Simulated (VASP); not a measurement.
Computed with TPSS meta-GGA, VASP's PBE PAW potentials (set 64) (plane waves; VASP 6.6.1).

VASP input:

INCAR:
```
ALGO=Normal
EDIFF=1E-7
ENCUT=520
ISIF=2
ISMEAR=1
LASPH=.TRUE.
LCHARG=.FALSE.
LMAXMIX=4
LMIXTAU=.TRUE.
LREAL=.FALSE.
LWAVE=.FALSE.
METAGGA=TPSS
NELM=100
PREC=Accurate
SIGMA=0.1
SYSTEM=Rh
```

POSCAR:
```
Rh
1.8849910
  0.0000000000   1.0000002025   1.0000002025
  1.0000002025   0.0000000000   1.0000002025
  1.0000002025   1.0000002025   0.0000000000
Rh
1
Cart
  0.0000000000   0.0000000000   0.0000000000
```

KPOINTS:
```
Automatic mesh
0
Gamma
16 16 16
0 0 0
```

POTCAR, in this order: Rh_pv (PBE.64 set). Program: vasp_std.

The resulting files:

### OSZICAR
```
       N       E                     dE             d eps       ncg     rms          rms(c)
DAV:   1     0.156292110330E+03    0.15629E+03   -0.10736E+04  3242   0.179E+03
DAV:   2     0.483544700903E+01   -0.15146E+03   -0.14534E+03  3472   0.515E+02
DAV:   3     0.113714863786E+01   -0.36983E+01   -0.36080E+01  3885   0.973E+01
DAV:   4     0.108793946433E+01   -0.49209E-01   -0.49183E-01  3979   0.120E+01
DAV:   5     0.108646218850E+01   -0.14773E-02   -0.14772E-02  4487   0.173E+00    0.145E+01
DAV:   6    -0.154590962045E+02   -0.16546E+02   -0.23037E+01  3190   0.838E+01    0.271E+00
DAV:   7    -0.152074659047E+02    0.25163E+00   -0.85503E-01  3469   0.133E+01    0.133E+00
DAV:   8    -0.157971197208E+02   -0.58965E+00   -0.37843E-01  3193   0.917E+00    0.846E-01
DAV:   9    -0.158229697914E+02   -0.25850E-01   -0.12322E-02  3664   0.150E+00    0.988E-02
DAV:  10    -0.158234582797E+02   -0.48849E-03   -0.95366E-04  3469   0.522E-01    0.470E-02
DAV:  11    -0.158239696967E+02   -0.51142E-03   -0.20237E-04  3385   0.221E-01    0.287E-02
DAV:  12    -0.158239477298E+02    0.21967E-04   -0.71155E-05  3538   0.166E-01    0.103E-02
DAV:  13    -0.158240446200E+02   -0.96890E-04   -0.27579E-05  3668   0.943E-02    0.325E-03
DAV:  14    -0.158240444391E+02    0.18092E-06   -0.11556E-06  3373   0.174E-02    0.102E-03
DAV:  15    -0.158240462713E+02   -0.18322E-05   -0.52120E-08  2240   0.349E-03    0.412E-04
DAV:  16    -0.158240457010E+02    0.57030E-06   -0.44258E-08  1778   0.325E-03    0.833E-05
DAV:  17    -0.158240458902E+02   -0.18924E-06   -0.22229E-09  1745   0.594E-04    0.421E-05
DAV:  18    -0.158240458848E+02    0.53865E-08   -0.54940E-10  1730   0.254E-04
   1 F= -.15824046E+02 E0= -.15823848E+02  d E =-.593944E-03
```

OUTCAR:
```
------------------------ aborting loop because EDIFF is reached ----------------------------------------
  FORCE on cell =-STRESS in cart. coord.  units (eV):
  Direction    XX          YY          ZZ          XY          YZ          ZX
  --------------------------------------------------------------------------------------
  Total        0.7999813      0.7999813      0.7999813      0.0000000      0.0000000      0.0000000
  in kB       95.6824505     95.6824505     95.6824505      0.0000000      0.0000000      0.0000000
  external PRESSURE =      95.6824505 kB  Pullay stress =       0.0000000 kB
  volume of cell :       13.40
      direct lattice vectors                 reciprocal lattice vectors
     0.000000000  1.884991382  1.884991382    -0.265253202  0.265253202  0.265253202
     1.884991382  0.000000000  1.884991382     0.265253202 -0.265253202  0.265253202
     1.884991382  1.884991382  0.000000000     0.265253202  0.265253202 -0.265253202
 POSITION                                       TOTAL-FORCE (eV/Angst)
 -----------------------------------------------------------------------------------
      0.00000      0.00000      0.00000         0.000000     -0.000000     -0.000000
 -----------------------------------------------------------------------------------
    total drift:                               -0.000000      0.000000      0.000000
  FREE ENERGIE OF THE ION-ELECTRON SYSTEM (eV)
  ---------------------------------------------------
  free  energy   TOTEN  =       -15.8240458848 eV

  energy  without entropy=      -15.8234519409  energy(sigma->0) =      -15.82384790
```
(Selected blocks of OUTCAR.)

**OUTCAR**
```
 val. band max:       12.3681211753   @ k =   0.4375   0.1250   0.0625

 cond. band min:      12.3844234480   @ k =  -0.1875   0.1250   0.0000


 Fermi energy:        12.3716444663

 k-point     1 :       0.0000    0.0000    0.0000
  band No.  band energies     occupation
      1     -34.4796      2.00000
      2     -34.4796      2.00000
      3     -34.4796      2.00000
      4       4.2489      2.00000
      5       9.1900      2.00000
      6       9.1900      2.00000
      7       9.1900      2.00000
      8      11.3348      2.00000
      9      11.3348      2.00000
     10      28.4480      0.00000
     11      32.0834      0.00000

 k-point     2 :       0.0625    0.0000    0.0000
  band No.  band energies     occupation
      1     -34.5114      2.00000
      2     -34.4839      2.00000
      3     -34.4839      2.00000
      4       4.4105      2.00000
      5       9.1164      2.00000
      6       9.2541      2.00000
      7       9.2541      2.00000
      8      11.2980      2.00000
      9      11.2980      2.00000
     10      28.6880      0.00000
     11      32.0808      0.00000

 k-point     3 :       0.1250    0.0000    0.0000
  band No.  band energies     occupation
      1     -34.6013      2.00000
      2     -34.4960      2.00000
      3     -34.4960      2.00000
      4       4.8664      2.00000
      5       8.9431      2.00000
      6       9.4134      2.00000
      7       9.4134      2.00000
      8      11.2284      2.00000
      9      11.2284      2.00000
     10      29.3103      0.00000
     11      31.4054      0.00000

 k-point     4 :       0.1875    0.0000    0.0000
  band No.  band energies     occupation
      1     -34.7344      2.00000
      2     -34.5141      2.00000
      3     -34.5141      2.00000
      4       5.5038      2.00000
      5       8.8252      2.00000
      6       9.5570      2.00000
      7       9.5570      2.00000
      8      11.2530      2.00000
      9      11.2530      2.00000
...
```

The compound is Rh in the fcc structure. This cell is one point of a volume scan, at 0.97 of the reference volume.
